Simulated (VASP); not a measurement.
Here is a VASP 6.6.1 calculation.

Contents of INCAR:

```
SYSTEM = InAs
ALGO = Normal ; EDIFF = 1E-7
EDIFFG = -0.002 ; ENCUT = 520
GGA = PS ; IBRION = 2
ISIF = 3 ; ISMEAR = 0
KPAR = 4 ; LASPH = .TRUE.
LCHARG = .FALSE. ; LREAL = .FALSE.
LWAVE = .FALSE. ; NELM = 60
NSW = 80 ; PREC = Accurate
SIGMA = 0.02
```

KPOINTS

```
k-points
0
G
  10 10 10
  0 0 0
```

Contents of POSCAR:

```
InAs                                    
1.0
    0.0000000000      3.0451190924      3.0451190924
    3.0451190924      0.0000000000      3.0451190924
    3.0451190924      3.0451190924      0.0000000000
  In              As            
     1     1
Direct
     0.0000000000000000    0.0000000000000000    0.0000000000000000
     0.2500000000000000    0.2500000000000000    0.2500000000000000
```

Potentials or basis: VASP PAW PBE potentials, release 64 (In_d, As).

The run is started by

```bash
$ cat potpaw_PBE.64/In_d/POTCAR potpaw_PBE.64/As/POTCAR > POTCAR
$ mpirun -np 4 vasp_std > vasp.out
```

Problem. What does it give for the band gap on the k mesh?

Solution. None (metal or under the smearing width).

Final structure:
```
CELL_PARAMETERS angstrom
0.00000 3.04512 3.04512
3.04512 0.00000 3.04512
3.04512 3.04512 0.00000
ATOMIC_POSITIONS crystal
In 0.00000 0.00000 0.00000
As 0.25000 0.25000 0.25000
```

Caveat: the relaxation stopped at its first step, so nothing moved; this crystal is a semiconductor, whose small gap the functional closes, so the metal is an error of the method.
